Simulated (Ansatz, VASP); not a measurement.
**Two plane-wave programs on BiSbS**

```
Sb Bi S
1.0
     5.10801    0.00000    0.00000
    -2.55400    4.42367    0.00000
     0.00000    0.00000    3.49261
Sb Bi S
1 1 1
Direct
  0.33333 0.66667 0.50000
  0.66667 0.33333 0.50000
  0.00000 0.00000 0.00000
```

Change from the starting cell: species swapped into the CeCuSi type (P-6m2, No. 187).

Alike in both runs: functional PBE; k mesh 6 × 6 × 4; occupations gaussian, width 0.1 eV; no spin polarisation.

Ansatz relaxed the structure, and its values are those at the end. VASP's run is a single point on that final structure, the one shown.

|  | VASP | Ansatz |
| --- | --- | --- |
| version | VASP 6.6.1 | Ansatz 0.2.0 |
| potentials or method | VASP PAW PBE potentials, release 64 (Sb, Bi_d, S) | scalar-relativistic, plane waves, PAW |
| plane-wave cutoff (eV) | 520 | 420 |
| valence electrons in the cell | 26 | 36 |

|  | VASP | Ansatz | Ansatz less VASP |
| --- | --- | --- | --- |
| gap on the k mesh at the Fermi level (eV) | none | none | - |
| pressure (GPa) | -0.1 | 0.1 | +0.12 |

A gap of «none» marks a metal or a gap that the smearing closes. With one functional, cell and mesh, what is left measures potentials, basis and numerics. The two sets of potentials don't hold the same shells in valence.

Caveats: the k mesh is coarse (spacing up to 0.45 Å⁻¹), so the values aren't converged; spin-orbit coupling is left out, which moves the levels of the heavy elements.
